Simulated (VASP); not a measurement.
A VASP calculation is set up with these files.

**INCAR**
```
SYSTEM = Se
PREC = Low
ENCUT = 400
EDIFF = 1E-6
NELM = 100
ALGO = Normal
LREAL = .FALSE.
LASPH = .TRUE.
ISMEAR = 0
SIGMA = 0.05
GGA = PE
LMAXMIX = 4
LWAVE = .FALSE.
LCHARG = .FALSE.
ISIF = 2
```

File KPOINTS:
```
Automatic mesh
0
Gamma
5 5 4
0 0 0
```

**POSCAR**
```
Se
5.080930
  0.4392197885  -0.7569063144   0.0000000000
  0.4392197885   0.7569063144   0.0000000000
  0.0000000000   0.0000000000   1.0000000000
Se
3
Cartesian
  0.0988244524   0.1703039207   0.6666670000
  0.6807906722  -0.0000000000   0.0000000000
  0.1172585069  -0.1703039207   0.3333330000
```

POTCAR, in this order: Se (PBE.64 set). Program: vasp_std.

Problem. Write an equivalent input for Quantum ESPRESSO's pw.x.

Solution. One equivalent input (not run):
```
&CONTROL
  calculation = 'scf'
  pseudo_dir = './pseudo'
  outdir = './out'
  tprnfor = .true.
  tstress = .true.
/
&SYSTEM
  ibrav = 0
  nat = 3
  ntyp = 1
  ecutwfc = 86
  occupations = 'smearing'
  smearing = 'gaussian'
  degauss = 0.003675
  input_dft = 'pbe'
/
&ELECTRONS
  conv_thr = 7.3e-08
  electron_maxstep = 100
/
ATOMIC_SPECIES
  Se 78.971 Se.upf
CELL_PARAMETERS angstrom
     2.2316450   -3.8457880    0.0000000
     2.2316450    3.8457880    0.0000000
     0.0000000    0.0000000    5.0809300
ATOMIC_POSITIONS crystal
  Se   0.0000000  0.2250000  0.6666670
  Se   0.7750000  0.7750000  0.0000000
  Se   0.2459850  0.0209850  0.3333330
K_POINTS automatic
  5 5 4 0 0 0
```
What does not carry over: the potentials are each code's own (VASP's PAW set, PseudoDojo norm-conserving files in pw.x), so ENCUT and ecutwfc are chosen apart and not converted; conv_thr bounds pw.x's estimated SCF error, while EDIFF bounds the energy change between steps.

The compound is Se in the trig structure. The cell was not relaxed at this level, atoms are displaced from their ideal sites. The run is one of a series of settings (PREC = Low against the base run), some of them coarse on purpose.
